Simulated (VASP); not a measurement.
Crystal: C.

```xyz
4
Lattice="2.4673 0.0000 0.0000 -1.2336 2.1367 0.0000 0.0000 0.0000 7.8031" Properties=species:S:1:pos:R:3 pbc="T T T"
C     0.0000    0.0000    1.9508
C     0.0000    0.0000    5.8523
C     0.0000    1.4245    1.9508
C     1.2336    0.7122    5.8523
```

| Property | Result |
| --- | --- |
| Program | VASP 6.6.1 |
| Task | relaxation of cell and atoms |
| Functional | PBE |
| Dispersion | D3(BJ) |
| Potentials or basis | VASP PAW PBE potentials, release 64 (C) |
| Cutoff | 700 eV |
| k mesh | 15 × 15 × 4 |
| Occupations | gaussian, width 0.02 eV |
| Spin | no spin polarisation |

At the start: pressure -1.3 GPa; volume 10.28 Å³/atom.

Q: Where does the relaxation end?

A: Over 13 steps the energy falls by 14.2 meV/atom and the volume is 8.81 Å³/atom (-14.3 %); space group P6_3/mmc (No. 194, to 0.05 Å).

Step by step:
| step | energy change (eV) | largest force (eV/Å) | pressure (GPa) | volume (Å³) |
| --- | --- | --- | --- | --- |
| 1 | 0.0000 | 0.0000 | -1.29 | 41.14 |
| 2 | -0.0031 | 0.0000 | 0.64 | 40.65 |
| 3 | -0.0033 | 0.0000 | 1.21 | 40.51 |
| 4 | -0.0045 | 0.0000 | 1.20 | 40.42 |
| 5 | -0.0080 | 0.0000 | 1.19 | 40.17 |
| 6 | -0.0151 | 0.0000 | 1.16 | 39.66 |
| 7 | -0.0286 | 0.0000 | 1.13 | 38.65 |
| 8 | -0.0500 | 0.0000 | 1.18 | 36.63 |
| 9 | -0.0251 | 0.0000 | 2.46 | 32.57 |
| 10 | -0.0553 | 0.0000 | 1.30 | 35.68 |
| 11 | -0.0561 | 0.0000 | 1.41 | 35.09 |
| 12 | -0.0530 | 0.0000 | -3.14 | 35.64 |
| 13 | -0.0568 | 0.0000 | 0.00 | 35.26 |

Final structure:
```
C
1.0
     2.46500    0.00000    0.00000
    -1.23250    2.13475    0.00000
     0.00000    0.00000    6.69989
C
4
Cartesian
  0.0000 0.0000 1.6750
  0.0000 0.0000 5.0249
  0.0000 1.4232 1.6750
  1.2325 0.7116 5.0249
```
